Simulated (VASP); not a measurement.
These are PBE GGA + U (Dudarev), VASP's PBE PAW potentials (set 64) (plane waves; VASP) values and carry that method's errors.

Input for VASP

**POSCAR**
```
ZnSe
1
    0.0000000000     2.8917000000     2.8917000000
    2.8917000000     0.0000000000     2.8917000000
    2.8917000000     2.8917000000     0.0000000000
Zn Se
1 1
Direct
  0.0000000000   0.0000000000   0.0000000000
  0.2500000000   0.2500000000   0.2500000000
```

File KPOINTS:
```
K-points
0
G
 7 7 7
0 0 0
```

### INCAR
```
SYSTEM = ZnSe
PREC = Accurate; ENCUT = 400; LREAL = F
LASPH = T
EDIFF = 1E-6; NELM = 100; ALGO = Normal
LMAXMIX = 4
ISMEAR = 0; SIGMA = 0.05
GGA = PE
LDAUL = 2 -1
LDAUU = 5.0 0
LDAUJ = 0 0
LDAU = T; LDAUTYPE = 2; LDAUPRINT = 1
ISIF = 2
LWAVE = F; LCHARG = F; LORBIT = 10
```

POTCAR, in this order: Zn Se (PBE.64 set). Program: vasp_std.

What VASP printed:

OSZICAR:
```
       N       E                     dE             d eps       ncg     rms          rms(c)
DAV:   1     0.805335238432E+02    0.80534E+02   -0.80542E+03   520   0.134E+03
DAV:   2    -0.315912777984E+00   -0.80849E+02   -0.77350E+02   570   0.252E+02
DAV:   3    -0.580834947801E+01   -0.54924E+01   -0.54769E+01   620   0.724E+01
DAV:   4    -0.585542841667E+01   -0.47079E-01   -0.47071E-01   570   0.722E+00
DAV:   5    -0.585565658697E+01   -0.22817E-03   -0.22817E-03   615   0.422E-01    0.493E+00
DAV:   6    -0.563955977887E+01    0.21610E+00   -0.45835E-01   769   0.145E+01    0.352E+00
DAV:   7    -0.562436051332E+01    0.15199E-01   -0.12730E-01   575   0.320E+00    0.134E+00
DAV:   8    -0.562610593586E+01   -0.17454E-02   -0.50748E-03   545   0.673E-01    0.360E-01
DAV:   9    -0.562651707678E+01   -0.41114E-03   -0.80561E-04   578   0.249E-01    0.650E-02
DAV:  10    -0.562659496968E+01   -0.77893E-04   -0.79824E-05   605   0.105E-01    0.172E-02
DAV:  11    -0.562662346166E+01   -0.28492E-04   -0.35697E-05   545   0.591E-02    0.713E-03
DAV:  12    -0.562662484201E+01   -0.13804E-05   -0.21947E-06   585   0.250E-02    0.359E-03
DAV:  13    -0.562662512217E+01   -0.28016E-06   -0.84362E-07   457   0.966E-03
   1 F= -.56266251E+01 E0= -.56266251E+01  d E =-.174562E-10
```

OUTCAR:
```
------------------------ aborting loop because EDIFF is reached ----------------------------------------
  FORCE on cell =-STRESS in cart. coord.  units (eV):
  Direction    XX          YY          ZZ          XY          YZ          ZX
  --------------------------------------------------------------------------------------
  Total       -0.7414306     -0.7414306     -0.7414306      0.0000000      0.0000000      0.0000000
  in kB      -24.5635636    -24.5635636    -24.5635636      0.0000000      0.0000000      0.0000000
  external PRESSURE =     -24.5635636 kB  Pullay stress =       0.0000000 kB
  volume of cell :       48.36
      direct lattice vectors                 reciprocal lattice vectors
     0.000000000  2.891700000  2.891700000    -0.172908670  0.172908670  0.172908670
     2.891700000  0.000000000  2.891700000     0.172908670 -0.172908670  0.172908670
     2.891700000  2.891700000  0.000000000     0.172908670  0.172908670 -0.172908670
  FREE ENERGIE OF THE ION-ELECTRON SYSTEM (eV)
  ---------------------------------------------------
  free  energy   TOTEN  =        -5.6266251222 eV

  energy  without entropy=       -5.6266251221  energy(sigma->0) =       -5.62662512

 total charge

# of ion       s       p       d       tot
------------------------------------------
    1        0.511   0.391   9.861  10.763
    2        1.437   2.405   0.022   3.864
--------------------------------------------------
tot          1.948   2.796   9.883  14.627
```
(Selected blocks of OUTCAR.)

File OUTCAR:
```
 val. band max:        0.9236200638   @ k =   0.0000   0.0000   0.0000

 cond. band min:       2.2200505200   @ k =   0.0000   0.0000   0.0000


 Fermi energy:         1.1264992320

 k-point     1 :       0.0000    0.0000    0.0000
  band No.  band energies     occupation
      1     -11.7590      2.00000
      2      -7.2236      2.00000
      3      -7.2236      2.00000
      4      -7.2236      2.00000
      5      -6.9584      2.00000
      6      -6.9584      2.00000
      7       0.9236      2.00000
      8       0.9236      2.00000
      9       0.9236      2.00000
     10       2.2201      0.00000
     11       6.9789      0.00000
     12       6.9789      0.00000
     13       6.9790      0.00000

 k-point     2 :       0.1429    0.0000    0.0000
  band No.  band energies     occupation
      1     -11.6527      2.00000
      2      -7.2103      2.00000
      3      -7.2103      2.00000
      4      -7.1880      2.00000
      5      -6.9596      2.00000
      6      -6.9596      2.00000
      7      -0.5431      2.00000
      8       0.7686      2.00000
      9       0.7686      2.00000
     10       3.3335      0.00000
     11       6.8649      0.00000
     12       7.2604      0.00000
     13       7.2604      0.00000

 k-point     3 :       0.2857    0.0000    0.0000
  band No.  band energies     occupation
      1     -11.3991      2.00000
      2      -7.1832      2.00000
      3      -7.1832      2.00000
      4      -7.0561      2.00000
      5      -6.9586      2.00000
      6      -6.9586      2.00000
      7      -2.3277      2.00000
      8       0.4626      2.00000
      9       0.4626      2.00000
     10       3.7475      0.00000
     11       7.5576      0.00000
     12       7.5576      0.00000
     13       7.8729      0.00000

 k-point     4 :       0.4286    0.0000    0.0000
  band No.  band energies     occupation
      1     -11.1792      2.00000
      2      -7.1652      2.00000
      3      -7.1652      2.00000
...
```

The compound is ZnSe in the zinc blende structure. The cell was not relaxed at this level. The run is one of a series of settings (LDAU = .TRUE., LDAUJ = 0 0, LDAUL = 2 -1, LDAUTYPE = 2, LDAUU = 5.0 0 against the base run), some of them coarse on purpose.
